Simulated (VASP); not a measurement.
# CeC (Fm-3m) in VASP: reference runs

Reference runs on CeC: the cell as given and a disturbed copy, then over a range of volumes.

Program: VASP 6.6.1. These are calculated values, not measurements. Logs are shortened: lines on timing, memory, paths and dates and some standing lists are left out, and cuts for length are marked.

## Step 1: Starting point

Symmetry: Fm-3m, No. 225, cubic system. Conventional cell: a = 5.192 Å, b = 5.192 Å, c = 5.192 Å, α = 90.00°, β = 90.00°, γ = 90.00°. Ce (site symmetry m-3m) has 6 C at 2.60 Å as nearest neighbours. Around C (site symmetry m-3m) lie 6 Ce at 2.60 Å.

The cell comes from a database or a generator and needn't be the stable form of this composition.

## Step 2: Single point, PBE, collinear spin, ferromagnetic start

Input file INCAR:

```
ALGO = Normal
EDIFF = 1E-7
ENCUT = 520
GGA = PE
ISIF = 2
ISMEAR = -1
ISPIN = 2
LASPH = True
LCHARG = False
LMAXMIX = 6
LORBIT = 11
LREAL = False
LWAVE = False
MAGMOM = 1 0
NBANDS = 19
NELM = 120
PREC = Accurate
SIGMA = 0.05
```

Input file KPOINTS:

```
k-points
0
Gamma
  9 9 9
```

Input file POSCAR:

```
CeC
1.0
    0.0000000000      2.5960690000      2.5960690000
    2.5960690000      0.0000000000      2.5960690000
    2.5960690000      2.5960690000      0.0000000000
Ce C
1 1
Direct
    0.0000000000      0.0000000000      0.0000000000
    0.5000000000      0.5000000000      0.5000000000
```

Potentials or basis: VASP PAW PBE potentials, release 64 (Ce, C).

Launch:

```sh
> cat potpaw_PBE.64/Ce/POTCAR potpaw_PBE.64/C/POTCAR > POTCAR
> mpirun -np 1 vasp_std > vasp.out
```

OUTCAR:

```text
EDIFF = 1E-7
   ENCUT = 520
   GGA = PE
   ISIF = 2
   ISMEAR = -1
   ISPIN = 2
   LASPH = True
   LORBIT = 11
   LREAL = False
   NELM = 120
   PREC = Accurate

 ion  position               nearest neighbor table
   1  0.000  0.000  0.000-   2 2.60   2 2.60   2 2.60   2 2.60   2 2.60   2 2.60
   2  0.500  0.500  0.500-   1 2.60   1 2.60   1 2.60   1 2.60   1 2.60   1 2.60

  LATTYP: Found a face centered cubic cell.
 ALAT       =     5.1921380000

  Lattice vectors:

 A1 = (   0.0000000000,   2.5960690000,   2.5960690000)
 A2 = (   2.5960690000,   0.0000000000,   2.5960690000)
 A3 = (   2.5960690000,   2.5960690000,   0.0000000000)

Analysis of symmetry for initial positions (statically):
=====================================================================
 Subroutine PRICEL returns:
 Original cell was already a primitive cell.

 Routine SETGRP: Setting up the symmetry group for a
 face centered cubic supercell.

 Subroutine GETGRP returns: Found 48 space group operations
 (whereof 48 operations were pure point group operations)
 out of a pool of 48 trial point group operations.

The static configuration has the point symmetry O_h .

Analysis of symmetry for dynamics (positions and initial velocities):
=====================================================================
 Subroutine PRICEL returns:
 Original cell was already a primitive cell.

 Routine SETGRP: Setting up the symmetry group for a
 face centered cubic supercell.

 Subroutine GETGRP returns: Found 48 space group operations
 (whereof 48 operations were pure point group operations)
 out of a pool of 48 trial point group operations.

The dynamic configuration has the point symmetry O_h .

Analysis of structural, dynamic, and magnetic symmetry:
=====================================================================
 Subroutine PRICEL returns:
 Original cell was already a primitive cell.

 Routine SETGRP: Setting up the symmetry group for a
 face centered cubic supercell.

 Subroutine GETGRP returns: Found 48 space group operations
 (whereof 48 operations were pure point group operations)
 out of a pool of 48 trial point group operations.

The overall configuration has the point symmetry O_h .

 Subroutine INISYM returns: Found 48 space group operations
 (whereof 48 operations are pure point group operations),
 and found     1 'primitive' translations

----------------------------------------------------------------------------------------

                                     Primitive cell

  volume of cell :      34.9928

  direct lattice vectors                    reciprocal lattice vectors
     0.000000000  2.596069000  2.596069000    -0.192598887  0.192598887  0.192598887
     2.596069000  0.000000000  2.596069000     0.192598887 -0.192598887  0.192598887
     2.596069000  2.596069000  0.000000000     0.192598887  0.192598887 -0.192598887

  length of vectors
     3.671395989  3.671395989  3.671395989     0.333591058  0.333591058  0.333591058

  position of ions in fractional coordinates (direct lattice)
     0.000000000  0.000000000  0.000000000
     0.500000000  0.500000000  0.500000000

  ion indices of the primitive-cell ions
   primitive index   ion index
                 1           1
                 2           2

----------------------------------------------------------------------------------------

 KPOINTS: k-points

Automatic generation of k-mesh.
 Grid dimensions read from file:
 generate k-points for:    9    9    9

 Generating k-lattice:

  Cartesian coordinates                     Fractional coordinates (reciprocal lattice)
    -0.021399876  0.021399876  0.021399876     0.111111111  0.000000000  0.000000000
     0.021399876 -0.021399876  0.021399876     0.000000000  0.111111111  0.000000000
     0.021399876  0.021399876 -0.021399876     0.000000000  0.000000000  0.111111111

  Length of vectors
     0.037065673  0.037065673  0.037065673

  Shift w.r.t. Gamma in fractional coordinates (k-lattice)
     0.000000000  0.000000000  0.000000000

 Subroutine IBZKPT returns following result:
 ===========================================

 Found     35 irreducible k-points:

 Following reciprocal coordinates:
            Coordinates               Weight
  0.000000  0.000000  0.000000      1.000000
  0.111111  0.000000  0.000000      8.000000
  0.222222  0.000000  0.000000      8.000000
  0.333333  0.000000  0.000000      8.000000
  0.444444  0.000000  0.000000      8.000000
  0.111111  0.111111  0.000000      6.000000
[... 16 lines left out ...]
 -0.333333  0.333333  0.000000     12.000000
  0.444444  0.444444  0.000000      6.000000
 [... further k-points ...]
   k-points           NKPTS =     35   k-points in BZ     NKDIM =     35   number of bands    NBANDS=     19
   number of dos      NEDOS =    301   number of ions     NIONS =      2
   total plane-waves  NPLWV =  21952
   dimension x,y,z NGX =    28 NGY =   28 NGZ =   28
   dimension x,y,z NGXF=    56 NGYF=   56 NGZF=   56
   ions per type =               1   1
   NGX,Y,Z   is equivalent  to a cutoff of  12.68, 12.68, 12.68 a.u.
   NGXF,Y,Z  is equivalent  to a cutoff of  25.36, 25.36, 25.36 a.u.
 SYSTEM =  unknown system
   PREC   = accura    normal or accurate (medium, high low for compatibility)
   ISTART =      0    job   : 0-new  1-cont  2-samecut
   ICHARG =      2    charge: 1-file 2-atom 10-const
   ISPIN  =      2    spin polarized calculation?
   LNONCOLLINEAR =      F non collinear calculations
   LSORBIT =      F    spin-orbit coupling
   LASPH  =      T    aspherical Exc in radial PAW
   ENCUT  =  520.0 eV  38.22 Ry    6.18 a.u.   6.83  6.83  6.83*2*pi/ulx,y,z
   NELM   =    120;   NELMIN=  2; NELMDL= -5     # of ELM steps
   EDIFF  = 0.1E-06   stopping-criterion for ELM
   LREAL  =      F    real-space projection
   EDIFFG = 0.1E-05   stopping-criterion for IOM
   NSW    =      0    number of steps for IOM
   IBRION =     -1    ionic relax: 0-MD 1-quasi-New 2-CG
   NFREE  =      0    steps in history (QN), initial steepest desc. (CG)
   ISIF   =      2    stress and relaxation
   ISYM   =      2    0-nonsym 1-usesym 2-fastsym
   POTIM  = 0.5000    time-step for ionic-motion
   TEBEG  =    0.0;   TEEND  =   0.0 temperature during run
   PSTRESS=    0.0 pullay stress
   NELECT =      16.0000    total number of electrons
   NUPDOWN=      -1.0000    fix difference up-down
   EMIN   =  10.00;   EMAX   =-10.00  energy-range for DOS
   EFERMI =   0.00;   METHOD = LEGACY
   ISMEAR =    -1;   SIGMA  =   0.05  broadening in eV -4-tet -1-fermi 0-gaus
   EFERMI_NEDOS =   21; number of points for ismear=-14 and -15
   IALGO  =     38    algorithm
   IMIX   =      4    mixing-type and parameters
     AMIX     =   0.40;   BMIX     =  1.00
     AMIX_MAG =   1.60;   BMIX_MAG =  1.00
  volume/ion in A,a.u.               =      17.50       118.07
  Fermi-wavevector in a.u.,A,eV,Ry     =   1.261213  2.383348 21.642235  1.590659
  Thomas-Fermi vector in A             =   2.394684
   LORBIT       =     11    0 simple, 1 ext, 2 COOP (PROOUT), +10 PAW based schemes
   GGA     = PE    functional components
   LHFCALC =     F    Hartree Fock is set to
   AEXX    =    0.0000 exact exchange contribution
   IVDW    =     0    specifies the selected vdW correction
   LEPSILON=     F    determine dielectric tensor
   LRPA    =     F    only Hartree local field effects (RPA)
 spin polarized calculation
  energy-cutoff  :      520.00
  volume of cell :       34.99
 maximum number of plane-waves:       958
   NGX = 13   NGY = 13   NGZ = 13

 number of electron      16.0000000 magnetization       0.0000297

 number of electron      16.0000000 magnetization      -0.0000038

 Free energy of the ion-electron system (eV)
  ---------------------------------------------------
  ext. energy  EPLUGINS =         0.00000000
  ---------------------------------------------------
  free energy    TOTEN  =       -15.27036313 eV

  energy without entropy =      -15.25628153  energy(sigma->0) =      -15.26332233

 E-fermi :   7.3916     XC(G=0): -11.2643

 val. band max:        7.3451012891   @ k =  -0.4444   0.3333   0.0000
 cond. band min:       7.4278288426   @ k =   0.2222   0.2222   0.0000
 fundamental gap:      0.0827275535
 Fermi energy:         7.3915713588

 spin component 1

 k-point     1 :       0.0000    0.0000    0.0000
  band No.  band energies     occupation
      1     -26.5821      1.00000
      2      -8.5822      1.00000
      3      -8.5822      1.00000
      4      -8.5822      1.00000
      5      -1.7294      1.00000
      6       6.7556      1.00000
[... 11 lines left out ...]
     18      10.2986      0.00000
     19      11.7098      0.00000
[... 485 lines left out ...]
 k-point    24 :       0.4444    0.4444    0.0000
  band No.  band energies     occupation
      1     -26.3187      1.00000
      2      -9.9351      1.00000
      3      -9.1083      1.00000
      4      -9.1083      1.00000
      5      -1.6090      1.00000
      6       6.8395      0.99998
[... 11 lines left out ...]
     18      14.9430      0.00000
     19      14.9432      0.00000

 [... further k-points ...]

 spin component 2

 k-point     1 :       0.0000    0.0000    0.0000
  band No.  band energies     occupation
      1     -26.5820      1.00000
      2      -8.5822      1.00000
      3      -8.5822      1.00000
      4      -8.5822      1.00000
      5      -1.7294      1.00000
      6       6.7556      1.00000
[... 11 lines left out ...]
     18      10.2986      0.00000
     19      11.7098      0.00000
[... 485 lines left out ...]
 k-point    24 :       0.4444    0.4444    0.0000
  band No.  band energies     occupation
      1     -26.3186      1.00000
      2      -9.9351      1.00000
      3      -9.1083      1.00000
      4      -9.1083      1.00000
      5      -1.6090      1.00000
      6       6.8395      0.99998
[... 11 lines left out ...]
     18      14.9430      0.00000
     19      14.9430      0.00000

 [... further k-points ...]

------------------------ aborting loop because EDIFF is reached ----------------------------------------

  FORCE on cell =-STRESS in cart. coord.  units (eV):
  Direction    XX          YY          ZZ          XY          YZ          ZX
  --------------------------------------------------------------------------------------
  -------------------------------------------------------------------------------------
  Total       -0.0370627     -0.0370627     -0.0370627     -0.0000000      0.0000000      0.0000000
  in kB       -1.6969476     -1.6969476     -1.6969476     -0.0000000      0.0000000      0.0000000
  external PRESSURE =      -1.6969476 kB  Pullay stress =       0.0000000 kB

 VOLUME and BASIS-vectors are now :
 -----------------------------------------------------------------------------
  energy-cutoff  :      520.00
  volume of cell :       34.99
      direct lattice vectors                 reciprocal lattice vectors
     0.000000000  2.596069000  2.596069000    -0.192598887  0.192598887  0.192598887
     2.596069000  0.000000000  2.596069000     0.192598887 -0.192598887  0.192598887
     2.596069000  2.596069000  0.000000000     0.192598887  0.192598887 -0.192598887

 POSITION                                       TOTAL-FORCE (eV/Angst)
 -----------------------------------------------------------------------------------
      0.00000      0.00000      0.00000         0.000000      0.000000      0.000000
      2.59607      2.59607      2.59607        -0.000000     -0.000000     -0.000000
 -----------------------------------------------------------------------------------
    total drift:                                0.000000      0.000000      0.000000

  FREE ENERGIE OF THE ION-ELECTRON SYSTEM (eV)
  ---------------------------------------------------
  free  energy   TOTEN  =       -15.2703631267 eV

  energy  without entropy=      -15.2562815256  energy(sigma->0) =      -15.26332233

 total charge

# of ion       s       p       d       f       tot
--------------------------------------------------
    1        2.041   5.740   1.015   0.863   9.659
    2        0.912   1.362   0.000   0.000   2.273
--------------------------------------------------
tot          2.953   7.101   1.015   0.863  11.933

 magnetization (x)

# of ion       s       p       d       f       tot
--------------------------------------------------
    1        0.000   0.000   0.000  -0.000   0.000
    2       -0.000  -0.000   0.000   0.000  -0.000
--------------------------------------------------
tot          0.000  -0.000   0.000  -0.000  -0.000
```

Wall time 59 s (1 thread of AMD EPYC 9R45 (Zen 5), shared host); peak memory 0.18 GiB.

Results:

* Free energy: -15.2704 eV
* Pressure: -0.2 GPa
* Band gap on the k mesh: none (metal or under the smearing width)
* Net moment: 0.00 μB per cell
* Valence electrons inside the program's atomic spheres: Ce 9.66; C 2.27

Levels at points of the mesh, in eV from the Fermi level:
Spin up:
```tsv
k point	band 5	band 6	band 7	band 8	band 9	band 10	band 11	band 12
(0.00, 0.00, 0.00)	-9.12	-0.64	-0.64	-0.64	0.26	0.93	0.93	0.93
```
Spin down:
| k point | band 6 | band 7 | band 8 | band 9 | band 10 | band 11 |
| --- | --- | --- | --- | --- | --- | --- |
| (0.00, 0.00, 0.00) | -0.64 | -0.64 | -0.64 | 0.26 | 0.93 | 0.93 |

Caveat: the magnetic or orbital state may not be the lowest; spin-orbit coupling is left out, which moves the levels of the heavy elements; without U or exact exchange the open f shell lies at the Fermi level, which spoils levels, moments and volumes.

(Continued in part 2 of 3.)
